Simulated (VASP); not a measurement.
Calculation: PBE GGA, VASP's PBE PAW potentials (set 64) (plane waves; VASP).

VASP input:

### INCAR
```
SYSTEM = NaCl
PREC = Normal; ENCUT = 500; LREAL = .FALSE.
LASPH = .TRUE.; NBANDS = 64
EDIFF = 1E-8; NELM = 1; ALGO = Exact
ISMEAR = 0; SIGMA = 0.01
GGA = PE
LWAVE = .TRUE.; LCHARG = .FALSE.
LOPTICS = .TRUE.
```

POSCAR:
```
NaCl
5.640
  0.0000000000   0.5000000000   0.5000000000
  0.5000000000   0.0000000000   0.5000000000
  0.5000000000   0.5000000000   0.0000000000
Na Cl
1 1
Cart
  0.0000000000   0.0000000000   0.0000000000
  0.5000000000   0.5000000000   0.5000000000
```

File KPOINTS:
```
K-points
0
gamma
  4 4 4
```

POTCAR, in this order: Na_sv_GW Cl_GW (PBE.64 set). Program: vasp_std. Read from the step before: WAVECAR.

What VASP printed:

File OUTCAR:
```
 ion  position               nearest neighbor table
   1  0.000  0.000  0.000-
   2  0.500  0.500  0.500-
  LATTYP: Found a face centered cubic cell.
 ALAT       =     5.6400000000
 Subroutine PRICEL returns:
 Original cell was already a primitive cell.
 Subroutine GETGRP returns: Found 48 space group operations
The static configuration has the point symmetry O_h .
The dynamic configuration has the point symmetry O_h .
 Subroutine INISYM returns: Found 48 space group operations
 Subroutine IBZKPT returns following result:
 Found      8 irreducible k-points:

 Following reciprocal coordinates:
            Coordinates               Weight
  0.000000  0.000000  0.000000      1.000000
  0.250000  0.000000  0.000000      8.000000
  0.500000  0.000000  0.000000      4.000000
  0.250000  0.250000  0.000000      6.000000
  0.500000  0.250000  0.000000     24.000000
 -0.250000  0.250000  0.000000     12.000000
  0.500000  0.500000  0.000000      3.000000
 -0.250000  0.500000  0.250000      6.000000
   k-points           NKPTS =      8   k-points in BZ     NKDIM =      8   number of bands    NBANDS=     64
   number of dos      NEDOS =    301   number of ions     NIONS =      2
   total plane-waves  NPLWV =  13824
   dimension x,y,z NGX =    24 NGY =   24 NGZ =   24
   dimension x,y,z NGXF=    48 NGYF=   48 NGZF=   48
   ions per type =               1   1
   PREC   = normal    normal or accurate (medium, high low for compatibility)
   ISTART =      1    job   : 0-new  1-cont  2-samecut
   ICHARG =      0    charge: 1-file 2-atom 10-const
   ISPIN  =      1    spin polarized calculation?
   LNONCOLLINEAR =      F non collinear calculations
   LSORBIT =      F    spin-orbit coupling
   INIWAV =      1    electr: 0-lowe 1-rand  2-diag
   ENCUT  =  500.0 eV  36.75 Ry    6.06 a.u.   7.27  7.27  7.27*2*pi/ulx,y,z
   NELM   =      1;   NELMIN=  2; NELMDL=  0     # of ELM steps
   EDIFF  = 0.1E-07   stopping-criterion for ELM
   LREAL  =      F    real-space projection
   NLSPLINE    = F    spline interpolate recip. space projectors
   LMAXMIX     =    2 max onsite mixed and CHGCAR
   VOSKOWN=      0    Vosko Wilk Nusair interpolation
   EDIFFG = 0.1E-06   stopping-criterion for IOM
   NSW    =      0    number of steps for IOM
   NBLOCK =      1;   KBLOCK =      1    inner block; outer block
   IBRION =     -1    ionic relax: 0-MD 1-quasi-New 2-CG
   NFREE  =      0    steps in history (QN), initial steepest desc. (CG)
   ISIF   =      2    stress and relaxation
   ISYM   =      2    0-nonsym 1-usesym 2-fastsym
   TEIN   =    0.0    initial temperature
   TEBEG  =    0.0;   TEEND  =   0.0 temperature during run
   SMASS  =  -3.00    Nose mass-parameter (am)
   PSTRESS=    0.0 pullay stress
   NELECT =      16.0000    total number of electrons
   EFERMI =   0.00;   METHOD = LEGACY
   ISMEAR =     0;   SIGMA  =   0.01  broadening in eV -4-tet -1-fermi 0-gaus
   IALGO  =     90    algorithm
   LDIAG  =      T    sub-space diagonalisation (order eigenvalues)
   IMIX   =      4    mixing-type and parameters
     AMIX     =   0.40;   BMIX     =  1.00
     AMIX_MAG =   1.60;   BMIX_MAG =  1.00
     AMIN     =   0.10
   GGA     = PE    functional components
   VOSKOWN =     0    Vosko Wilk Nusair interpolation
   LHFCALC =     F    Hartree Fock is set to
   LHFONE  =     F    Hartree Fock one center treatment
   AEXX    =    0.0000 exact exchange contribution
   IVDW    =     0    specifies the selected vdW correction
   LEPSILON=     F    determine dielectric tensor
   LRPA    =     F    only Hartree local field effects (RPA)
  energy-cutoff  :      500.00
  volume of cell :       44.85
      direct lattice vectors                 reciprocal lattice vectors
...
```

OSZICAR:
```
       N       E                     dE             d eps       ncg     rms          rms(c)
DIA:   1    -0.885530036528E+01   -0.88553E+01    0.00000E+00     0   0.000E+00
   1 F= -.88553004E+01 E0= -.88553004E+01  d E =-.562521E-18
 imaginary and real dielectric function
```

### OUTCAR
```


 plasma frequency squared (from intraband transitions) (eV^2)
  --------------------------------------------------------------------------------------
       0.000       0.000      -0.000
       0.000       0.000       0.000
      -0.000       0.000       0.000

 plasma frequency squared (from interband transitions, int dw w eps(2)(w)) (eV^2)
  --------------------------------------------------------------------------------------
     330.606       0.000       0.000       0.000      -0.000       0.000
       0.000      -0.000     330.606       0.000       0.000      -0.000
      -0.000      -0.000       0.000       0.000     330.606       0.000
```
(Selected blocks of OUTCAR.)

**OUTCAR**
```
 val. band max:       -0.9329223946   @ k =   0.0000   0.0000   0.0000

 cond. band min:       4.1803256988   @ k =   0.0000   0.0000   0.0000



 k-point     1 :       0.0000    0.0000    0.0000
  band No.  band energies     occupation
      1     -49.8167      2.00000
      2     -21.7524      2.00000
      3     -21.7524      2.00000
      4     -21.7524      2.00000
      5     -13.5909      2.00000
      6      -0.9329      2.00000
      7      -0.9329      2.00000
      8      -0.9329      2.00000
      9       4.1803      0.00000
     10      10.1026      0.00000
     11      10.1026      0.00000
     12      10.1026      0.00000
     13      12.1726      0.00000
     14      12.1726      0.00000
     15      13.9685      0.00000
     16      16.1947      0.00000
     17      16.1947      0.00000
     18      16.1947      0.00000
     19      22.9426      0.00000
     20      24.5268      0.00000
     21      24.5268      0.00000
     22      24.5268      0.00000
     23      26.4849      0.00000
     24      26.4849      0.00000
     25      26.4849      0.00000
     26      28.2993      0.00000
     27      28.2993      0.00000
     28      33.3715      0.00000
     29      33.3715      0.00000
     30      33.3715      0.00000
     31      35.2765      0.00000
     32      35.2765      0.00000
     33      36.3432      0.00000
     34      38.6559      0.00000
     35      38.6559      0.00000
     36      38.6559      0.00000
     37      43.9665      0.00000
     38      43.9665      0.00000
     39      43.9665      0.00000
     40      46.0431      0.00000
     41      46.0431      0.00000
     42      46.0431      0.00000
     43      47.1269      0.00000
     44      47.1269      0.00000
     45      47.1269      0.00000
     46      47.1950      0.00000
     47      48.3949      0.00000
     48      48.3949      0.00000
     49      48.3949      0.00000
     50      48.7997      0.00000
     51      48.7997      0.00000
     52      48.7997      0.00000
...
```

The density is held fixed in this step, so its total energy and stress have no physical meaning.

The compound is NaCl in the rock salt structure. The cell was not relaxed at this level. The k-mesh is coarse (spacing up to 0.48 per Å, 2π included), so the numbers may not be converged in it.
